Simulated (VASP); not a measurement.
Calculation: LDA (Ceperley-Alder, Perdew-Zunger), VASP's LDA PAW potentials (set 64) (plane waves; VASP).

VASP input:

File KPOINTS:
```
Automatic
0
G
9 9 5
0 0 0
```

File POSCAR:
```
AlN
1
    1.4769349517    -2.5581263491     0.0000000000
    1.4769349517     2.5581263491    -0.0000000000
    0.0000000000     0.0000000000     4.6255389267
Al N
2 2
Direct
  0.6666670000   0.3333330000   0.4966160206
  0.3333330000   0.6666670000   0.9966160206
  0.6666670000   0.3333330000   0.8853839794
  0.3333330000   0.6666670000   0.3853839794
```

INCAR:
```
ISIF=3   # ions, shape and volume
EDIFF=1E-6   # SCF stop (eV)
LWAVE=.False.
NSW=40   # most ionic steps
SYSTEM=AlN
PSTRESS=450
ENCUT=620
ALGO=Normal
LCHARG=.False.
LREAL=.False.   # projection in real space or not
IBRION=2
PREC=Accurate
NELM=100   # most electronic steps
EDIFFG=-0.02
LASPH=.True.   # aspherical one-centre terms
ISMEAR=0   # Gaussian
SIGMA=0.05   # width (eV)
```

POTCAR, in this order: Al N (LDA.64 set). Program: vasp_std.

**Question.** What will the output report for the number of irreducible k-points (NKPTS), largest plane-wave count, number of space-group operations, FFT grid (NGX, NGY, NGZ)?

**Answer.** 
```
Property                                       Value
--------------------------------------  ------------
number of irreducible k-points (NKPTS)            36
largest plane-wave count                        1251
number of space-group operations                  12
FFT grid (NGX, NGY, NGZ)                24 × 24 × 40
```

The compound is AlN in the wurtzite structure. It was relaxed first under an external pressure of 45 GPa.
